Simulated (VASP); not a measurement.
Level of theory: revPBE GGA, VASP's PBE PAW potentials (set 64) (plane waves; VASP).

VASP input:

### KPOINTS
```
Automatic
0
gamma
 7 7 7
0 0 0
```

POSCAR:
```
Ge
1
    0.0000000000     2.8290000000     2.8290000000
    2.8290000000     0.0000000000     2.8290000000
    2.8290000000     2.8290000000     0.0000000000
Ge
2
Direct
  0.0000000000   0.0000000000   0.0000000000
  0.2500000000   0.2500000000   0.2500000000
```

INCAR:
```
! general
SYSTEM =Ge
PREC   =Accurate
ENCUT  =520
LREAL  =.False.
LASPH  =.True.

! electronic loop
EDIFF  =1E-6
NELM   =100
ALGO   =Normal
LMAXMIX=4

! smearing
ISMEAR =0
SIGMA  =0.05

! functional
GGA    =RE

! ions
IBRION =2
NSW    =60
ISIF   =3
EDIFFG =-0.01

! output
LWAVE  =.False.
LCHARG =.False.
```

POTCAR, in this order: Ge_d (PBE.64 set). Program: vasp_std.

Output of the run:

### OSZICAR
```
       N       E                     dE             d eps       ncg     rms          rms(c)
DAV:   1     0.163540468764E+03    0.16354E+03   -0.15382E+04   730   0.428E+03
DAV:   2     0.122246103375E+02   -0.15132E+03   -0.14876E+03   720   0.534E+02
DAV:   3    -0.785477782721E+01   -0.20079E+02   -0.19925E+02   798   0.146E+02
DAV:   4    -0.845660389240E+01   -0.60183E+00   -0.59917E+00   816   0.289E+01
DAV:   5    -0.846668045511E+01   -0.10077E-01   -0.10074E-01   812   0.390E+00    0.337E+00
DAV:   6    -0.842069656642E+01    0.45984E-01   -0.21487E-02   784   0.171E+00    0.202E+00
DAV:   7    -0.839566664168E+01    0.25030E-01   -0.55157E-02   754   0.250E+00    0.185E-01
DAV:   8    -0.839839132250E+01   -0.27247E-02   -0.82475E-03   808   0.137E+00    0.573E-02
DAV:   9    -0.839844063292E+01   -0.49310E-04   -0.33697E-04   920   0.357E-01    0.213E-02
DAV:  10    -0.839851495194E+01   -0.74319E-04   -0.20345E-04   760   0.193E-01    0.767E-03
DAV:  11    -0.839851812191E+01   -0.31700E-05   -0.24586E-05   922   0.954E-02    0.231E-03
DAV:  12    -0.839851876474E+01   -0.64283E-06   -0.15101E-06   574   0.140E-02
   1 F= -.83985188E+01 E0= -.83984854E+01  d E =-.839852E+01
       N       E                     dE             d eps       ncg     rms          rms(c)
DAV:   1    -0.111266612705E+02   -0.27281E+01   -0.44232E+01   956   0.156E+02    0.944E+00
DAV:   2    -0.914351687120E+01    0.19831E+01   -0.26136E+00   930   0.308E+01    0.486E+00
DAV:   3    -0.848450979601E+01    0.65901E+00   -0.13631E+00   942   0.204E+01    0.964E-01
DAV:   4    -0.844707255113E+01    0.37437E-01   -0.81579E-02   900   0.545E+00    0.514E-01
DAV:   5    -0.844172749231E+01    0.53451E-02   -0.64122E-03   854   0.128E+00    0.205E-01
DAV:   6    -0.844179080768E+01   -0.63315E-04   -0.51499E-04   810   0.397E-01    0.118E-02
DAV:   7    -0.844179880346E+01   -0.79958E-05   -0.51823E-05  1036   0.101E-01    0.104E-02
DAV:   8    -0.844180191662E+01   -0.31132E-05   -0.22335E-05   812   0.798E-02    0.165E-03
DAV:   9    -0.844180175866E+01    0.15796E-06   -0.27309E-07   396   0.707E-03
   2 F= -.84418018E+01 E0= -.84415087E+01  d E =-.432830E-01
       N       E                     dE             d eps       ncg     rms          rms(c)
DAV:   1    -0.860764653543E+01   -0.16584E+00   -0.22680E+00   954   0.296E+01    0.240E+00
DAV:   2    -0.848691579389E+01    0.12073E+00   -0.17712E-01   936   0.864E+00    0.118E+00
DAV:   3    -0.844901759811E+01    0.37898E-01   -0.62740E-02   940   0.450E+00    0.305E-01
DAV:   4    -0.844637798230E+01    0.26396E-02   -0.74394E-03   906   0.177E+00    0.641E-02
DAV:   5    -0.844629101575E+01    0.86967E-04   -0.50634E-04   780   0.425E-01    0.425E-02
DAV:   6    -0.844629854608E+01   -0.75303E-05   -0.33291E-05   854   0.106E-01    0.163E-03
DAV:   7    -0.844630033843E+01   -0.17924E-05   -0.32212E-06   658   0.292E-02    0.349E-03
DAV:   8    -0.844629939840E+01    0.94004E-06   -0.15928E-06   380   0.261E-02
   3 F= -.84462994E+01 E0= -.84461312E+01  d E =-.477806E-01
```

**OUTCAR**
```
------------------------ aborting loop because EDIFF is reached ----------------------------------------
  FORCE on cell =-STRESS in cart. coord.  units (eV):
  Direction    XX          YY          ZZ          XY          YZ          ZX
  --------------------------------------------------------------------------------------
  Total        0.0025371      0.0025371      0.0025371      0.0000000      0.0000000      0.0000000
  in kB        0.0835102      0.0835102      0.0835102      0.0000000      0.0000000      0.0000000
  external PRESSURE =       0.0835102 kB  Pullay stress =       0.0000000 kB
  volume of cell :       48.68
      direct lattice vectors                 reciprocal lattice vectors
    -0.000000000  2.897973126  2.897973126    -0.172534381  0.172534381  0.172534381
     2.897973126  0.000000000  2.897973126     0.172534381 -0.172534381  0.172534381
     2.897973126  2.897973126 -0.000000000     0.172534381  0.172534381 -0.172534381
 POSITION                                       TOTAL-FORCE (eV/Angst)
 -----------------------------------------------------------------------------------
      0.00000      0.00000      0.00000        -0.000000     -0.000000     -0.000000
      1.44899      1.44899      1.44899         0.000000      0.000000      0.000000
 -----------------------------------------------------------------------------------
    total drift:                                0.000000      0.000000      0.000000
  FREE ENERGIE OF THE ION-ELECTRON SYSTEM (eV)
  ---------------------------------------------------
  free  energy   TOTEN  =        -8.4462993984 eV

  energy  without entropy=       -8.4459629966  energy(sigma->0) =       -8.44613120

 reached required accuracy - stopping structural energy minimisation
```
(Selected blocks of OUTCAR.)

CONTCAR:
```
Ge
   1.00000000000000
    -0.0000000000000000    2.8979731255258252    2.8979731255258252
     2.8979731255258252    0.0000000000000000    2.8979731255258252
     2.8979731255258252    2.8979731255258252   -0.0000000000000000
  Ge
     2
Direct
     0.0000000000000000    0.0000000000000000    0.0000000000000000
     0.2500000000000000    0.2500000000000000    0.2500000000000000
```

Energy and stress use the plane-wave basis of the starting cell.

The compound is Ge in the diamond structure. This run relaxes it. Symmetry was kept, so distortions that lower it aren't found.
